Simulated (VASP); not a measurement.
# Al2SiF2 (P-6m2) in VASP: relaxation of cell and atoms with PBE

Aim: the relaxation of cell and atoms of Al2SiF2 with PBE.

All numbers are computed with VASP 6.6.1; they aren't measurements. Logs are shortened: lines on timing, memory, paths and dates and some standing lists are left out, and cuts for length are marked.

### 1 The structure

The structure is hexagonal, space group P-6m2 (No. 187). The conventional cell has a = 3.605 Å, b = 3.605 Å, c = 6.802 Å, α = 90.00°, β = 90.00°, γ = 120.00°. Around Al (site symmetry -6m2) lie 2 F at 2.17 Å. Al (site symmetry -6m2) is surrounded by 3 Si at 2.08 Å. Around Si (site symmetry -6m2) lie 2 F at 1.23 Å. F (site symmetry 3m) is surrounded by 1 Si at 1.23 Å.

The cell was built by a generator and needn't be a form met in nature.

### 2 Relaxation of cell and atoms, PBE

The input, INCAR:

```
PREC     = Normal         # precision mode
ENCUT    = 520            # plane-wave cutoff, eV
EDIFF    = 1E-4           # SCF threshold, eV
ISMEAR   = 0              # smearing method
SIGMA    = 0.15           # smearing width, eV
LREAL    = F              # projectors in reciprocal space
LASPH    = T              # aspherical terms in the spheres
NELM     = 60             # most SCF steps
ALGO     = Fast           # electronic algorithm
ISIF     = 3              # what is computed and relaxed
LWAVE    = F              # write WAVECAR
LCHARG   = F              # write CHGCAR
GGA      = PE             # functional
IBRION   = 2              # ionic algorithm
NSW      = 24             # ionic steps
EDIFFG   = -0.08          # ionic threshold
```

The input, KPOINTS:

```
regular mesh
0
Gamma
  5 5 2
```

The input, POSCAR:

```
Al2SiF2
1.0
    3.6046422400      0.0000000000      0.0000000000
   -1.8023211200      3.1217117500      0.0000000000
    0.0000000000      0.0000000000      6.8021302900
Al Si F
2 1 2
Direct
    0.6666666700      0.3333333300      0.0000000000
    0.3333333300      0.6666666700      0.5000000000
    0.6666666700      0.3333333300      0.5000000000
    0.6666666700      0.3333333300      0.6815147900
    0.6666666700      0.3333333300      0.3184852100
```

Potentials or basis: VASP PAW PBE potentials, release 64 (Al, Si, F).

Run with:

```console
> cat potpaw_PBE.64/Al/POTCAR potpaw_PBE.64/Si/POTCAR potpaw_PBE.64/F/POTCAR > POTCAR
> mpirun -np 1 vasp_std > vasp.out
```

OUTCAR:

```text
PREC = Normal
   ENCUT = 520
   EDIFF = 1E-4
   ISMEAR = 0
   LREAL = F
   LASPH = T
   NELM = 60
   ISIF = 3
   GGA = PE
   IBRION = 2
   NSW = 24
   EDIFFG = -0.08

 ion  position               nearest neighbor table
   1  0.667  0.333  0.000-   4 2.17   5 2.17
   2  0.333  0.667  0.500-   3 2.08   3 2.08   3 2.08   4 2.42   5 2.42   4 2.42   5 2.42   5 2.42
                             4 2.42
   3  0.667  0.333  0.500-   4 1.23   5 1.23   2 2.08   2 2.08   2 2.08
   4  0.667  0.333  0.682-   3 1.23   1 2.17   2 2.42   2 2.42   2 2.42
   5  0.667  0.333  0.318-   3 1.23   1 2.17   2 2.42   2 2.42   2 2.42

 -----------------------------------------------------------------------------
|                                                                             |
|           W    W    AA    RRRRR   N    N  II  N    N   GGGG   !!!           |
|           W    W   A  A   R    R  NN   N  II  NN   N  G    G  !!!           |
|           W    W  A    A  R    R  N N  N  II  N N  N  G       !!!           |
|           W WW W  AAAAAA  RRRRR   N  N N  II  N  N N  G  GGG   !            |
|           WW  WW  A    A  R   R   N   NN  II  N   NN  G    G                |
|           W    W  A    A  R    R  N    N  II  N    N   GGGG   !!!           |
|                                                                             |
|     The distance between some ions is very small. Please check the          |
|     nearest-neighbor list in the OUTCAR file.                               |
|     I HOPE YOU KNOW WHAT YOU ARE DOING!                                     |
|                                                                             |
 -----------------------------------------------------------------------------

  LATTYP: Found a hexagonal cell.
 ALAT       =     3.6046422400
 C/A-ratio  =     1.8870472677

  Lattice vectors:

 A1 = (   3.6046422400,   0.0000000000,   0.0000000000)
 A2 = (  -1.8023211200,   3.1217117500,   0.0000000000)
 A3 = (   0.0000000000,   0.0000000000,   6.8021302900)

Analysis of symmetry for initial positions (statically):
=====================================================================
 Subroutine PRICEL returns:
 Original cell was already a primitive cell.

 Routine SETGRP: Setting up the symmetry group for a
 hexagonal supercell.

 Subroutine GETGRP returns: Found 12 space group operations
 (whereof 12 operations were pure point group operations)
 out of a pool of 24 trial point group operations.

The static configuration has the point symmetry D_3h.

Analysis of symmetry for dynamics (positions and initial velocities):
=====================================================================
 Subroutine PRICEL returns:
 Original cell was already a primitive cell.

 Routine SETGRP: Setting up the symmetry group for a
 hexagonal supercell.

 Subroutine GETGRP returns: Found 12 space group operations
 (whereof 12 operations were pure point group operations)
 out of a pool of 24 trial point group operations.

The dynamic configuration has the point symmetry D_3h.

 Subroutine INISYM returns: Found 12 space group operations
 (whereof 12 operations are pure point group operations),
 and found     1 'primitive' translations

----------------------------------------------------------------------------------------

                                     Primitive cell

  volume of cell :      76.5420

  direct lattice vectors                    reciprocal lattice vectors
     3.604642240  0.000000000  0.000000000     0.277420042  0.160168536  0.000000000
    -1.802321120  3.121711750  0.000000000     0.000000000  0.320337071  0.000000000
     0.000000000  0.000000000  6.802130290     0.000000000  0.000000000  0.147012768

  length of vectors
     3.604642240  3.604642239  6.802130290     0.320337071  0.320337071  0.147012768

  position of ions in fractional coordinates (direct lattice)
     0.666666670  0.333333330  0.000000000
     0.333333330  0.666666670  0.500000000
     0.666666670  0.333333330  0.500000000
     0.666666670  0.333333330  0.681514790
     0.666666670  0.333333330  0.318485210

  ion indices of the primitive-cell ions
   primitive index   ion index
                 1           1
                 2           2
                 3           3
                 4           4
                 5           5

----------------------------------------------------------------------------------------

 KPOINTS: regular mesh

Automatic generation of k-mesh.
 Grid dimensions read from file:
 generate k-points for:    5    5    2

 Generating k-lattice:

  Cartesian coordinates                     Fractional coordinates (reciprocal lattice)
     0.055484008  0.032033707  0.000000000     0.200000000 -0.000000000  0.000000000
     0.000000000  0.064067414  0.000000000     0.000000000  0.200000000  0.000000000
     0.000000000  0.000000000  0.073506384     0.000000000  0.000000000  0.500000000

  Length of vectors
     0.064067414  0.064067414  0.073506384

  Shift w.r.t. Gamma in fractional coordinates (k-lattice)
     0.000000000  0.000000000  0.000000000

 Subroutine IBZKPT returns following result:
 ===========================================

 Found     10 irreducible k-points:

 Following reciprocal coordinates:
            Coordinates               Weight
  0.000000  0.000000  0.000000      1.000000
  0.200000  0.000000  0.000000      6.000000
  0.400000  0.000000  0.000000      6.000000
  0.200000  0.200000  0.000000      6.000000
  0.400000  0.200000  0.000000      6.000000
  0.000000  0.000000  0.500000      1.000000
  0.200000  0.000000  0.500000      6.000000
  0.400000  0.000000  0.500000      6.000000
  0.200000  0.200000  0.500000      6.000000
  0.400000  0.200000  0.500000      6.000000
   k-points           NKPTS =     10   k-points in BZ     NKDIM =     10   number of bands    NBANDS=     16
   number of dos      NEDOS =    301   number of ions     NIONS =      5
   total plane-waves  NPLWV =  16000
   dimension x,y,z NGX =    20 NGY =   20 NGZ =   40
   dimension x,y,z NGXF=    40 NGYF=   40 NGZF=   80
   ions per type =               2   1   2
   NGX,Y,Z   is equivalent  to a cutoff of   9.22,  9.22,  9.78 a.u.
   NGXF,Y,Z  is equivalent  to a cutoff of  18.45, 18.45, 19.55 a.u.
 SYSTEM =  unknown system
   PREC   = normal    normal or accurate (medium, high low for compatibility)
   ISTART =      0    job   : 0-new  1-cont  2-samecut
   ICHARG =      2    charge: 1-file 2-atom 10-const
   ISPIN  =      1    spin polarized calculation?
   LNONCOLLINEAR =      F non collinear calculations
   LSORBIT =      F    spin-orbit coupling
   LASPH  =      T    aspherical Exc in radial PAW
   ENCUT  =  520.0 eV  38.22 Ry    6.18 a.u.   6.70  6.70 12.65*2*pi/ulx,y,z
   NELM   =     60;   NELMIN=  2; NELMDL= -5     # of ELM steps
   EDIFF  = 0.1E-03   stopping-criterion for ELM
   LREAL  =      F    real-space projection
   EDIFFG = -.8E-01   stopping-criterion for IOM
   NSW    =     24    number of steps for IOM
   IBRION =      2    ionic relax: 0-MD 1-quasi-New 2-CG
   NFREE  =      1    steps in history (QN), initial steepest desc. (CG)
   ISIF   =      3    stress and relaxation
   ISYM   =      2    0-nonsym 1-usesym 2-fastsym
   POTIM  = 0.5000    time-step for ionic-motion
   TEBEG  =    0.0;   TEEND  =   0.0 temperature during run
   PSTRESS=    0.0 pullay stress
   NELECT =      24.0000    total number of electrons
   NUPDOWN=      -1.0000    fix difference up-down
   EMIN   =  10.00;   EMAX   =-10.00  energy-range for DOS
   EFERMI =   0.00;   METHOD = LEGACY
   ISMEAR =     0;   SIGMA  =   0.15  broadening in eV -4-tet -1-fermi 0-gaus
   EFERMI_NEDOS =   21; number of points for ismear=-14 and -15
   IALGO  =     68    algorithm
   IMIX   =      4    mixing-type and parameters
     AMIX     =   0.40;   BMIX     =  1.00
     AMIX_MAG =   1.60;   BMIX_MAG =  1.00
  volume/ion in A,a.u.               =      15.31       103.31
  Fermi-wavevector in a.u.,A,eV,Ry     =   1.112189  2.101733 16.829923  1.236964
  Thomas-Fermi vector in A             =   2.248760
   LORBIT       =      0    0 simple, 1 ext, 2 COOP (PROOUT), +10 PAW based schemes
   GGA     = PE    functional components
   LHFCALC =     F    Hartree Fock is set to
   AEXX    =    0.0000 exact exchange contribution
   IVDW    =     0    specifies the selected vdW correction
   LEPSILON=     F    determine dielectric tensor
   LRPA    =     F    only Hartree local field effects (RPA)
 conjugate gradient relaxation of ions
 non-spin polarized calculation
 RMM-DIIS sequential band-by-band and
 Gauss-broadening in eV      SIGMA  =   0.15
  energy-cutoff  :      520.00
  volume of cell :       76.54
 maximum number of plane-waves:      2077
   NGX = 13   NGY = 13   NGZ = 25

--------------------------------------- Ionic step        1  -------------------------------------------

 number of electron      23.9999933 magnetization

 Free energy of the ion-electron system (eV)
  ---------------------------------------------------
  ext. energy  EPLUGINS =         0.00000000
  ---------------------------------------------------
  free energy    TOTEN  =        -2.22290901 eV

  energy without entropy =       -2.20411324  energy(sigma->0) =       -2.21351112

 E-fermi :   6.0430     XC(G=0):  -9.2820

 val. band max:        5.9708065188   @ k =   0.4000   0.0000   0.0000
 cond. band min:       6.5304788183   @ k =   0.4000   0.0000   0.0000
 fundamental gap:      0.5596722994
 Fermi energy:         6.0429870350
[... 412 lines left out ...]
      3     -44.6238      2.00000
      4     -42.4785      2.00000
      5     -42.4508      2.00000
      6     -40.7791      2.00000
[... 8 lines left out ...]
     15      14.5801      0.00000
     16      16.3379      0.00000

------------------------ aborting loop EDIFF was not reached (unconverged)  ----------------------------

  FORCE on cell =-STRESS in cart. coord.  units (eV):
  Direction    XX          YY          ZZ          XY          YZ          ZX
  --------------------------------------------------------------------------------------
  -------------------------------------------------------------------------------------
  Total      -42.6910412    -42.6910412    498.2322115      0.0000000     -0.0000000      0.0000000
  in kB     -302.3860554   -302.3860550   3529.0418963      0.0000000     -0.0000000      0.0000000
  external PRESSURE =     974.7565953 kB  Pullay stress =       0.0000000 kB
[... 59 lines left out ...]
  FREE ENERGIE OF THE ION-ELECTRON SYSTEM (eV)
  ---------------------------------------------------
  free  energy   TOTEN  =         4.2860273151 eV

  energy  without entropy=        4.2952904611  energy(sigma->0) =        4.29065889

[... ionic steps 4 to 11 ...]

--------------------------------------- Ionic step       12  -------------------------------------------

 number of electron      23.9999916 magnetization

------------------------ aborting loop because EDIFF is reached ----------------------------------------
[... 73 lines left out ...]
--------------------------------------- Ionic step       14  -------------------------------------------

 number of electron      23.9999881 magnetization

 Free energy of the ion-electron system (eV)
  ---------------------------------------------------
  ext. energy  EPLUGINS =         0.00000000
  ---------------------------------------------------
  free energy    TOTEN  =       -20.67618520 eV

  energy without entropy =      -20.65812563  energy(sigma->0) =      -20.66715542

 E-fermi :   2.5207     XC(G=0):  -7.6810

 val. band max:        2.4673114469   @ k =   0.4000   0.2000   0.0000
 cond. band min:       2.6150286730   @ k =   0.2000   0.0000   0.0000
 fundamental gap:      0.1477172261
 Fermi energy:         2.5207440796
[... 220 lines left out ...]
  FREE ENERGIE OF THE ION-ELECTRON SYSTEM (eV)
  ---------------------------------------------------
  free  energy   TOTEN  =       -20.6761852023 eV

  energy  without entropy=      -20.6581256311  energy(sigma->0) =      -20.66715542

 reached required accuracy - stopping structural energy minimisation
```

It took 89 s on 1 thread of Intel Xeon Platinum 8488C (Sapphire Rapids), shared host; peak memory 0.14 GiB.

What came out:

- Free energy: -20.6762 eV
- Relaxed volume: 22.95 Å³/atom
- Relaxed cell: a = 4.111 Å, b = 4.111 Å, c = 7.841 Å, α = 90.00°, β = 90.00°, γ = 120.00°
- Space group after relaxing (to 0.05 Å): P-6m2 (No. 187)
- Energy gained by relaxing: 3690.7 meV/atom
- Ionic steps: 14
- Pressure after relaxing: -0.4 GPa
- Largest force after relaxing: 0.073 eV/Å
- Band gap on the k mesh: none (metal or under the smearing width)

Forces on the atoms (eV/Å):
```
Al   0.000  0.000  0.000
Al   0.000  0.000  0.000
Si   0.000  0.000  0.000
F    0.000  0.000  0.073
F    0.000  0.000 -0.073
```

The path:
```tsv
step	energy change (eV)	largest force (eV/Å)	pressure (GPa)	volume (Å³)
1	0.0000	38.6440	103.78	76.54
2	309.5917	534.2325	97.48	226.20
3	6.5089	37.5948	68.13	93.46
4	32.9175	2.1665	-43.24	252.73
5	-13.0654	0.8736	-16.40	148.84
6	-15.8313	3.3039	-2.43	131.83
7	-15.9428	5.0933	2.16	127.33
8	-16.8171	4.7808	5.70	119.91
9	-17.2616	5.2774	12.93	107.28
10	-18.0719	1.3280	5.05	109.75
11	-18.2013	0.6491	2.88	110.79
12	-18.2797	0.3090	0.01	112.89
13	-18.3700	0.2292	-0.23	113.51
14	-18.4533	0.0725	-0.44	114.76
```

Final structure:
```
CELL_PARAMETERS angstrom
4.11103 0.00000 0.00000
-2.05551 3.56025 0.00000
0.00000 0.00000 7.84103
ATOMIC_POSITIONS crystal
Al 0.66667 0.33333 0.00000
Al 0.33333 0.66667 0.50000
Si 0.66667 0.33333 0.50000
F 0.66667 0.33333 0.76992
F 0.66667 0.33333 0.23008
```

Levels at points of the mesh, in eV from the Fermi level:
| k point | band 9 | band 10 | band 11 | band 12 | band 13 | band 14 | band 15 | band 16 |
| --- | --- | --- | --- | --- | --- | --- | --- | --- |
| (0.00, 0.00, 0.00) | -6.22 | -2.48 | -0.36 | -0.16 | -0.16 | 2.54 | 3.69 | 5.52 |
| (0.00, 0.00, 0.50) | -6.28 | -3.16 | -0.15 | -0.15 | 0.67 | 2.38 | 3.71 | 4.31 |

Caveat: the k mesh is coarse (spacing up to 0.46 Å⁻¹), so the values aren't converged; the volume moved by over 15 % at a fixed basis, so the end points are rough; the relaxation stopped at a loose force limit of 0.08 eV/Å, so its end isn't a converged minimum.
